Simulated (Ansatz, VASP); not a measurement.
# Cross-check of Ba3Hf2TiO9 (random cubic perovskite alloy of BaHfO3 and BaTiO3) between VASP and Ansatz

Aim: how closely do two programs agree when they are given the same cell, functional and k mesh? Of the first pair: The structure shown is the start of the Ansatz relaxation below; VASP solves that cell, so the two are compared at the walk's first step.

Program: Ansatz 0.2.0. Level of theory: plane waves, with VASP 6.6.1 beside it; single point at PBE. Results are calculated unless marked as measured.

### Step 1. The structure

The cell holds 135 atoms: 27 Ba, 18 Hf, 81 O and 9 Ti. Cell: a = 12.340 Å, b = 12.340 Å, c = 12.340 Å, α = 90.0°, β = 90.0°, γ = 90.0°. It derives from BaHfO3 (cubic perovskite), repeated 3×3×3. Cubic perovskite BaHfO3, 3 x 3 x 3 conventional cells, 9 of 27 Hf sites given to Ti at random (x = 0.333), lattice by Vegard's rule (cell 4.113, 4.113, 4.113, 90, 90, 90); (so at first; earlier steps may have moved the atoms), displaced by a Gaussian of 0.02 A.

### Step 2. Ansatz: relaxation, PBE

Ansatz runs on its default PAW (the set named soft_2) files.

The two programs are compared at the cell with which this relaxation starts, whose forces are those of its first step.

The input, input.yaml:

```yaml
crystal:
  lattice:
    - [12.3399, 0.0, 0.0]
    - [0.0, 12.3399, 0.0]
    - [0.0, 0.0, 12.3399]
  atoms:
    - { symbol: Ba, position: [0.00142, 0.99953, 0.99587] }
    - { symbol: Hf, position: [0.16601, 0.16829, 0.16568] }
    - { symbol: O, position: [0.16468, 0.16623, 0.9997] }
    - { symbol: O, position: [0.00107, 0.16818, 0.16916] }
    - { symbol: O, position: [0.16414, 0.00033, 0.16819] }
    - { symbol: Ba, position: [0.99925, 0.00047, 0.33292] }
    - { symbol: Ti, position: [0.16795, 0.16686, 0.49902] }
    - { symbol: O, position: [0.16666, 0.16699, 0.33229] }
    - { symbol: O, position: [0.0018, 0.16597, 0.50039] }
    - { symbol: O, position: [0.16569, 0.99993, 0.50089] }
    - { symbol: Ba, position: [0.99769, 0.00088, 0.66662] }
    - { symbol: Hf, position: [0.16593, 0.16401, 0.83253] }
    - { symbol: O, position: [0.16866, 0.16742, 0.66622] }
    - { symbol: O, position: [0.99593, 0.16716, 0.83326] }
    - { symbol: O, position: [0.16496, 0.99844, 0.8329] }
    - { symbol: Ba, position: [0.99995, 0.33482, 0.99875] }
    - { symbol: Ti, position: [0.16738, 0.50152, 0.16691] }
    - { symbol: O, position: [0.16678, 0.50024, 0.00193] }
    - { symbol: O, position: [0.00356, 0.4998, 0.16301] }
    - { symbol: O, position: [0.16731, 0.33097, 0.16697] }
    - { symbol: Ba, position: [0.00044, 0.33266, 0.33284] }
    - { symbol: Hf, position: [0.16712, 0.49932, 0.49838] }
    - { symbol: O, position: [0.16674, 0.50062, 0.33139] }
    - { symbol: O, position: [0.99976, 0.49634, 0.50073] }
    - { symbol: O, position: [0.16362, 0.33144, 0.50061] }
    - { symbol: Ba, position: [0.99778, 0.33507, 0.66656] }
    - { symbol: Hf, position: [0.16481, 0.49921, 0.83246] }
    - { symbol: O, position: [0.16869, 0.49887, 0.66766] }
    - { symbol: O, position: [0.0035, 0.5003, 0.83268] }
    - { symbol: O, position: [0.16559, 0.33083, 0.83228] }
[... 99 atom lines left out ...]
    - { symbol: O, position: [0.83083, 0.66755, 0.50097] }
    - { symbol: Ba, position: [0.66672, 0.66903, 0.66563] }
    - { symbol: Hf, position: [0.83182, 0.83275, 0.83247] }
    - { symbol: O, position: [0.83194, 0.83227, 0.66599] }
    - { symbol: O, position: [0.6681, 0.83021, 0.8316] }
    - { symbol: O, position: [0.83265, 0.6647, 0.83253] }
kpoints:
  mp_grid: { grid: [1, 1, 1] }
hamiltonian:
  xc: pbe
scf:
  occupations: { method: fixed }
output:
  forces: true
relax:
  f_tol: 0.05
  max_steps: 150
  cell: {}
```

Run with:

```bash
$ ansatz run input.yaml --threads 8 --pin off --max-ram 15872MiB --backend cpu --events-out ev --progress --plain --runs-dir out
```

Numbers of over 12 decimals in the logs are rounded to 6 here.

The program printed:

```text
Engine: ansatz 0.2.0, aarch64-unknown-linux-gnu
Pseudopotentials: kind: paw
Pseudopotential: Ba, paw, valence charge 10, recommended cutoff 420 eV (normal), Ba.paw.azcp
Pseudopotential: Hf, paw, valence charge 26, recommended cutoff 420 eV (normal), Hf.paw.azcp
Pseudopotential: O, paw, valence charge 6, recommended cutoff 420 eV (normal), O.paw.azcp
Pseudopotential: Ti, paw, valence charge 12, recommended cutoff 420 eV (normal), Ti.paw.azcp
Functional definition: PBE
  parameter kappa = 0.804
  parameter beta = 0.066725
  exchange = pbe_x(kappa = kappa, mu = beta*pi^2/3)
  correlation = pbe_c(beta = beta)
Crystal: 135 atoms, lattice volume = 1879.035 Å³
Basis set: ecut = 420 eV, 36785 PW (Γ), exchange–correlation on 180×180×180 points (8 copies of the dense FFT grid, shifted against one another)
Bands: 801, of which v1, the nominal top of the filled ones, is band 666 counted from 1 (665 counted from 0)
Symmetry: 1 space group operations
Space group: P1 (ITA 1), of the structure as read, at distance tolerance 1.2e-4 Å
k-points: 1
Non-local potential: Ba, projectors of the file, l = 0: 3, l = 1: 2, l = 2: 2, l = 3: 2
Non-local potential: Hf, projectors of the file, l = 0: 3, l = 1: 2, l = 2: 2, l = 3: 3
Non-local potential: O, projectors of the file, l = 0: 2, l = 1: 2, l = 2: 1
Non-local potential: Ti, projectors of the file, l = 0: 3, l = 1: 2, l = 2: 3, l = 3: 1
PAW form: soft (Blöchl's): semilocal exchange-correlation on the pseudo side does not see the compensation charge
PAW one-centre angular grid: Ba, 194 points (default); XC on 64 Gauss nodes
PAW one-centre angular grid: Hf, 590 points (default); XC on 64 Gauss nodes
PAW one-centre angular grid: O, 110 points (default); XC on 64 Gauss nodes
PAW one-centre angular grid: Ti, 590 points (default); XC on 64 Gauss nodes
Initial density: superposition of atomic densities (neutral atoms: chi_scale 0, normalization atom), corrected by the library's trained network
Initial wavefunctions: pseudopotential atomic-orbital guess
Functional: x = pbe(κ = 0.804, μ = 0.219515), c = pbe(β = 0.066725)
SCF iter   1: F=—  HF=-512313.418885 eV  |F-HF|=—  |Δ(HF+E_count)|=         —  Δρ=3.21e-3  dr2=4.22e-1  ethr=1.77e-3  ⟨swp⟩=4.0  Hψ=2378  notcnv=0  defer=127
preconditioner: auto → Resta (q_TF=auto, 2.576 Å⁻¹)  ε∞=4.8  [insulator: Δε(μ)=2.424 eV  Ē_g=15.318 eV  n_scr=514 (ndim 8)  ℏωp=30.0 eV  f_vac=0.003  ε∞_Penn≈4.8]
SCF iter   2: F=—  HF=-512313.376012 eV  |F-HF|=—  |Δ(HF+E_count)|=   4.29e-2  Δρ=2.21e-3  dr2=9.58e-2  ethr=3.17e-5  ⟨swp⟩=3.0  Hψ=1564  notcnv=0  defer=133
SCF iter   3: F=—  HF=-512313.361816 eV  |F-HF|=—  |Δ(HF+E_count)|=   1.42e-2  Δρ=6.78e-4  dr2=1.48e-2  ethr=7.19e-6  ⟨swp⟩=3.0  Hψ=1328  notcnv=0  defer=133
SCF iter   4: F=—  HF=-512313.360882 eV  |F-HF|=—  |Δ(HF+E_count)|=   9.34e-4  Δρ=3.13e-4  dr2=3.26e-3  ethr=1.11e-6  ⟨swp⟩=2.0  Hψ=1325  notcnv=0  defer=133
SCF iter   5: F=—  HF=-512313.360385 eV  |F-HF|=—  |Δ(HF+E_count)|=   4.97e-4  Δρ=1.37e-4  dr2=3.91e-4  ethr=2.45e-7  ⟨swp⟩=2.0  Hψ=1343  notcnv=0  defer=133
SCF iter   6: F=—  HF=-512313.360386 eV  |F-HF|=—  |Δ(HF+E_count)|=   1.20e-6  Δρ=6.59e-5  dr2=7.82e-5  ethr=2.94e-8  ⟨swp⟩=2.0  Hψ=1311  notcnv=0  defer=126
SCF iter   7: F=—  HF=-512313.364367 eV  |F-HF|=—  |Δ(HF+E_count)|=   3.98e-3  Δρ=3.47e-5  dr2=1.94e-5  ethr=5.87e-9  ⟨swp⟩=2.0  Hψ=1467  notcnv=0  defer=126
SCF iter   8: F=—  HF=-512313.364370 eV  |F-HF|=—  |Δ(HF+E_count)|=   3.76e-6  Δρ=1.42e-5  dr2=3.21e-6  ethr=1.46e-9  ⟨swp⟩=3.0  Hψ=1342  notcnv=0  defer=126
SCF iter   9: F=—  HF=-512313.364371 eV  |F-HF|=—  |Δ(HF+E_count)|=   4.56e-7  Δρ=5.76e-6  dr2=5.15e-7  ethr=2.41e-10  ⟨swp⟩=2.0  Hψ=1322  notcnv=0  defer=126
SCF iter  10: F=-512313.364371 eV  HF=-512313.364371 eV  |F-HF|=1.36e-8  |Δ(HF+E_count)|=   2.22e-7  Δρ=2.30e-6  dr2=8.63e-8  ethr=7.51e-12  ⟨swp⟩=5.0  Hψ=2828  notcnv=0
SCF 1 converged in 10 iterations: F = -512313.364371 eV  dr2 = 8.63e-8
  greatest PAW one-centre occupation: 0.999 electrons in one spin orbital (limit 2), on the Ti atom at site 96 (counted from 0), in its partial waves of l = 0
relax step   1: F+E_penalty+E_count = -512313.36437109 eV  Δ(F+E_penalty+E_count) = +0.000e0 eV  max|allowed force component| = 2.509e0 eV/Å  Δτ_max = 0.0000 Å  P = +4.847 GPa  Ω = 1879.035 Å³  (10 SCF iters, dr2 threshold 1.00e-7 eV, accepted)
Crystal: 135 atoms, lattice volume = 1952.634 Å³
Basis set: ecut = 420 eV, 38155 PW (Γ), exchange–correlation on 180×180×180 points (8 copies of the dense FFT grid, shifted against one another)
Initial density: handed on by an earlier stage of this run
Initial wavefunctions: those handed on with the density
iter 1 solved again at ethr=5.39e-4 eV; its pass at ethr=3.10e-3 eV (dr2=7.18e0 eV) is discarded
SCF iter   1: F=—  HF=-512316.863855 eV  |F-HF|=—  |Δ(HF+E_count)|=         —  Δρ=1.36e-2  dr2=7.29e0  ethr=5.39e-4  ⟨swp⟩=1.0  Hψ=2987  notcnv=0  defer=131
[...]
- { symbol: O, position: [0.00163452, 0.501910, 0.834267] }
    - { symbol: O, position: [0.170613, 0.333104, 0.837657] }
    - { symbol: Ba, position: [0.999085, 0.667579, 0.997646] }
    - { symbol: Ti, position: [0.153480, 0.840797, 0.162652] }
    - { symbol: O, position: [0.170387, 0.831121, 0.012151] }
    - { symbol: O, position: [1.008790, 0.832726, 0.168276] }
    - { symbol: O, position: [0.168101, 0.660447, 0.169813] }
    - { symbol: Ba, position: [0.999488, 0.667401, 0.330111] }
    - { symbol: Hf, position: [0.164266, 0.835888, 0.494789] }
    - { symbol: O, position: [0.171062, 0.830094, 0.329836] }
    - { symbol: O, position: [0.00172661, 0.835811, 0.499868] }
    - { symbol: O, position: [0.170014, 0.666247, 0.502077] }
    - { symbol: Ba, position: [0.994056, 0.663981, 0.667783] }
    - { symbol: Ti, position: [0.155321, 0.834457, 0.823699] }
    - { symbol: O, position: [0.168996, 0.832639, 0.673849] }
    - { symbol: O, position: [0.010269, 0.831215, 0.834449] }
    - { symbol: O, position: [0.171621, 0.674212, 0.838047] }
    - { symbol: Ba, position: [0.327942, 0.992303, 0.0015971] }
    - { symbol: Hf, position: [0.497622, 0.165721, 0.166447] }
    - { symbol: O, position: [0.503976, 0.163072, 0.999492] }
    - { symbol: O, position: [0.333861, 0.161600, 0.168929] }
    - { symbol: O, position: [0.503701, 0.991915, 0.164060] }
    - { symbol: Ba, position: [0.326308, 0.00088096, 0.333735] }
    - { symbol: Hf, position: [0.491700, 0.169219, 0.499639] }
    - { symbol: O, position: [0.506480, 0.165183, 0.333041] }
    - { symbol: O, position: [0.334345, 0.167346, 0.500289] }
    - { symbol: O, position: [0.504864, -0.000372621, 0.497071] }
    - { symbol: Ba, position: [0.328432, 0.999491, 0.667268] }
    - { symbol: Hf, position: [0.497236, 0.165414, 0.833376] }
    - { symbol: O, position: [0.505538, 0.165432, 0.665482] }
    - { symbol: O, position: [0.334047, 0.163645, 0.831601] }
    - { symbol: O, position: [0.502984, -0.00637463, 0.830199] }
    - { symbol: Ba, position: [0.327111, 0.338583, 0.0039679] }
    - { symbol: Hf, position: [0.494215, 0.503472, 0.168357] }
    - { symbol: O, position: [0.506033, 0.501734, -0.00104967] }
    - { symbol: O, position: [0.332910, 0.501598, 0.166930] }
    - { symbol: O, position: [0.500739, 0.333369, 0.164615] }
    - { symbol: Ba, position: [0.326771, 0.336664, 0.332769] }
    - { symbol: Ti, position: [0.490805, 0.501665, 0.500535] }
    - { symbol: O, position: [0.502719, 0.501218, 0.337650] }
[...]
- { symbol: Ba, position: [0.328706, 0.332808, 0.663556] }
    - { symbol: Hf, position: [0.495169, 0.503248, 0.832465] }
[...]
- { symbol: Ba, position: [0.325959, 0.674438, 1.004246] }
    - { symbol: Ti, position: [0.489908, 0.834366, 0.175720] }
[...]
- { symbol: Ba, position: [0.327048, 0.667472, 0.328662] }
    - { symbol: Hf, position: [0.497232, 0.832413, 0.504415] }
[...]
- { symbol: Ba, position: [0.331597, 0.670360, 0.669767] }
    - { symbol: Ti, position: [0.487608, 0.834430, 0.840112] }
[...]
- { symbol: Ba, position: [0.657166, 0.994664, -0.000645156] }
    - { symbol: Hf, position: [0.830871, 0.167195, 0.167367] }
[...]
- { symbol: Ba, position: [0.661905, 0.999752, 0.332794] }
    - { symbol: Ti, position: [0.818020, 0.168452, 0.499427] }
[...]
- { symbol: Ba, position: [0.660630, -0.00179756, 0.669483] }
    - { symbol: Hf, position: [0.830761, 0.169096, 0.831288] }
[...]
- { symbol: Ba, position: [0.664935, 0.335945, 0.997681] }
    - { symbol: Hf, position: [0.829757, 0.501403, 0.164383] }
[...]
- { symbol: Ba, position: [0.660900, 0.337227, 0.336240] }
    - { symbol: Hf, position: [0.828002, 0.499579, 0.500987] }
[...]
- { symbol: Ba, position: [0.662995, 0.337506, 0.664852] }
    - { symbol: Ti, position: [0.824948, 0.502475, 0.832653] }
[...]
- { symbol: Ba, position: [0.656382, 0.672152, 0.998741] }
    - { symbol: Hf, position: [0.826201, 0.833751, 0.166242] }
[...]
- { symbol: O, position: [0.667413, 0.831882, 0.163506] }
    - { symbol: O, position: [0.843956, 0.666720, 0.166449] }
    - { symbol: Ba, position: [0.658947, 0.665491, 0.335172] }
    - { symbol: Hf, position: [0.831434, 0.835603, 0.499513] }
    - { symbol: O, position: [0.838350, 0.833940, 0.332896] }
    - { symbol: O, position: [0.667379, 0.832293, 0.498342] }
    - { symbol: O, position: [0.837826, 0.666544, 0.501072] }
    - { symbol: Ba, position: [0.659875, 0.666649, 0.667838] }
    - { symbol: Hf, position: [0.826810, 0.832636, 0.832815] }
    - { symbol: O, position: [0.840080, 0.832749, 0.666651] }
    - { symbol: O, position: [0.669201, 0.832629, 0.833858] }
    - { symbol: O, position: [0.838230, 0.660638, 0.831901] }
```

### Step 3. VASP: single point, PBE, start cell, pair 1

The same cell, functional and mesh now go to VASP, with its own data sets.

Lines of VASP's logs that name or quote its potential files are left out, and so is its time.

The input, INCAR:

```
SYSTEM = Ba3Hf2TiO9
PREC = Accurate
ENCUT = 520
EDIFF = 1E-06
NELM = 120
ISMEAR = 0
SIGMA = 0.01
LREAL = Auto
ALGO = Normal
GGA = PE
NBANDS = 616
LASPH = .TRUE.
LORBIT = 11
LWAVE = .FALSE.
LCHARG = .FALSE.
ISIF = 2
GGA_COMPAT = .FALSE.
EFERMI = MIDGAP
```

The input, POSCAR:

```
Ba3Hf2TiO9
1.0
   12.3399000000      0.0000000000      0.0000000000
    0.0000000000     12.3399000000      0.0000000000
    0.0000000000      0.0000000000     12.3399000000
Ba Hf O Ti
27 18 81 9
Direct
    0.0014181638      0.9995299800      0.9958670654
    0.9992463472      0.0004700200      0.3329200399
    0.9976904189      0.0008833135      0.6666180439
    0.9999513772      0.3348163275      0.9987520158
    0.0004376048      0.3326607185      0.3328390019
    0.9977795606      0.3350675451      0.6665613174
    0.9994165269      0.6660021556      0.9982171655
    0.9997325748      0.6650864270      0.3328227944
    0.9986466665      0.6685467467      0.6637574048
    0.3359427548      0.9997811976      0.0041167270
    0.3324176047      0.0022123356      0.3359265472
    0.3345164872      0.9987277044      0.6655564470
    0.3333900599      0.3331388423      0.0012317766
    0.3332685030      0.3325877843      0.3327903792
    0.3323689819      0.3341761278      0.6663668263
    0.3344759682      0.6699892220      0.9990761676
    0.3323689819      0.6682793216      0.3330821157
    0.3339087027      0.6653295408      0.6654916166
    0.6670313374      0.9988330538      0.0000729341
    0.6682306988      0.9992787624      0.3356996410
    0.6658562873      0.0005591617      0.6665775249
    0.6649486625      0.3353430741      0.9963938119
    0.6673392815      0.3352620362      0.3345813175
    0.6657914570      0.3349297806      0.6666423553
    0.6667071856      0.6666828743      0.9987925348
    0.6688465871      0.6673635929      0.3348811579
    0.6667233932      0.6690329743      0.6656293811
    0.1660062075      0.1682914772      0.1656820558
    0.1659332734      0.1640126743      0.8325270059
    0.1671164272      0.4993233333      0.4983832932
[... 99 atom lines left out ...]
    0.1673433334      0.8318300797      0.8326485628
    0.5008873654      0.4987884829      0.4994610977
    0.5006928743      0.8328997804      0.1698960283
    0.5002471657      0.8364087229      0.8328835728
    0.8302660475      0.1692396211      0.5015599802
    0.8327377045      0.5004578643      0.8310926345
```

The input, KPOINTS:

```
Automatic mesh
0
Gamma
1 1 1
0 0 0
```

Potentials, in the order of the species: Ba_sv, Hf_pv, O and Ti_sv (PBE family, release 64).

Run with:

```bash
$ export OMP_NUM_THREADS=3
$ mpirun -np 1 vasp_gam
```

The program printed:

```text
[banner, memory and clock lines left out]
running    1 mpi-ranks, on    1 nodes
[...]
Offloading initialized ...    1 GPUs detected
[...]
LDA part: xc-table for (Slater+PW92), standard interpolation
 POSCAR, INCAR and KPOINTS ok, starting setup
[...]
entering main loop
       N       E                     dE             d eps       ncg     rms          rms(c)
DAV:   1     0.140398300945E+05    0.14040E+05   -0.61342E+05  1232   0.182E+03
DAV:   2     0.820611419483E+03   -0.13219E+05   -0.12520E+05  1584   0.501E+02
DAV:   3    -0.121166726512E+04   -0.20323E+04   -0.19858E+04  1368   0.189E+02
DAV:   4    -0.135927410543E+04   -0.14761E+03   -0.14713E+03  1712   0.521E+01
[...]
DAV:  19    -0.113794178586E+04   -0.24272E-05   -0.19814E-05  1576   0.942E-03    0.185E-02
DAV:  20    -0.113794178352E+04    0.23415E-05   -0.91349E-06  1416   0.705E-03    0.645E-03
DAV:  21    -0.113794178331E+04    0.21076E-06   -0.15353E-06   960   0.226E-03
   1 F= -.11379418E+04 E0= -.11379418E+04  d E =0.000000E+00
```

OUTCAR, selected parts (step 3):

```text
  FREE ENERGIE OF THE ION-ELECTRON SYSTEM (eV)
  ---------------------------------------------------
  free  energy   TOTEN  =     -1137.9417833109 eV

  energy  without entropy=    -1137.9417833109  energy(sigma->0) =    -1137.94178331
```

The run ends at a pressure of 4.99 GPa, with forces up to 2.3 eV/Å.

### Step 4. Side by side

Known differences besides the potentials themselves: fixed occupations in Ansatz, narrow Gaussian smearing in VASP; the data sets hold 1332 valence electrons in Ansatz (on its default PAW (the set named soft_2) files) and 1044 in VASP; the cutoff is 420 eV in Ansatz and 520 eV in VASP (PREC = Accurate, projectors in real space). Total energies have different zeros and are not compared.

Forces on 9 of the 135 atoms, those with the largest forces and the largest differences (eV/Å; atoms numbered as in POSCAR):

```tsv
atom	Ansatz x, y, z	VASP x, y, z
O54	0.084, -1.648, 0.058	0.103, -1.459, 0.054
O57	0.107, 2.164, 0.024	0.098, 1.985, 0.019
O62	-2.467, 0.147, -0.058	-2.278, 0.145, -0.056
O65	2.161, 0.045, -0.132	1.974, 0.048, -0.143
O81	0.217, -2.053, 0.163	0.220, -1.865, 0.172
O85	0.091, -0.019, 2.509	0.085, -0.022, 2.329
O115	-0.026, 0.002, 1.311	-0.033, 0.017, 1.122
O116	2.384, -0.067, -0.257	2.205, -0.070, -0.273
O117	-0.166, 2.194, -0.255	-0.177, 2.023, -0.261
```

The forces differ by 59 meV/Å r.m.s., which is 10.6 % of the r.m.s. force of 0.557 eV/Å (both taken over all components).

(Continued in part 2 of 2.)

[Lines on the potential files, build, host, timing and source positions are cut from VASP's logs without a mark.]

[Logs are printed without paths, hosts, clocks, repeated set-up lines and the standing remarks that a program may print on its own settings, such as how far it seeks lower states.]

[Hosts, paths, dates, database ids (printed as entryN), source tags and the programs' standing remarks are cut or masked in the printed files.]
